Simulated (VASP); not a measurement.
VASP input:

POSCAR:
```
Sc
1.0
  1.6659464631  -2.8855038285   0.0000000000
  1.6659464631   2.8855038285   0.0000000000
  0.0000000000   0.0000000000   5.1874672410
Sc
2
Direct
  0.3333330000   0.6666670000   0.2500000000
  0.6666670000   0.3333330000   0.7500000000
```

### INCAR
```
SYSTEM  =  Sc
PREC  =  Accurate; ENCUT  =  480; LREAL  =  F
LASPH  =  T
EDIFF  =  1E-7; NELM  =  100; ALGO  =  Normal
LMAXMIX  =  4; LMIXTAU  =  T
ISMEAR  =  1; SIGMA  =  0.1
METAGGA  =  R2SCAN
ISIF  =  2
LWAVE  =  F; LCHARG  =  F
```

File KPOINTS:
```
Automatic mesh
0
Gamma
12 12 8
0 0 0
```

POTCAR, in this order: Sc_sv (PBE.64 set). Program: vasp_std.

**Question.** Translate this r2SCAN calculation to Ansatz.

**Answer.** One equivalent input (not run):
Ansatz 0.2 input:
```yaml
crystal:
  lattice:
    - [1.6659465, -2.8855038, 0.0000000]
    - [1.6659465, 2.8855038, 0.0000000]
    - [0.0000000, 0.0000000, 5.1874672]
  atoms:
    - { symbol: Sc, position: [0.3333330, 0.6666670, 0.2500000] }
    - { symbol: Sc, position: [0.6666670, 0.3333330, 0.7500000] }
kpoints:
  mp_grid: { grid: [12, 12, 8] }
hamiltonian:
  xc: r2scan
  pseudopotentials: { kind: paw }
scf:
  occupations: { method: methfessel_paxton, width: 0.1 }
  max_iter: 100
output: { forces: true, stress: true, eigenvalues: true }
```
The two are equivalent in intent, not identical: each code has its own PAW files, so the cut-off isn't converted (ENCUT is set for VASP's; basis.ecutwfc is left out, and Ansatz then takes the one that its files recommend); Ansatz stops its SCF on the density residual and VASP on the energy change (EDIFF).

The compound is Sc in the hcp structure. It was relaxed first.
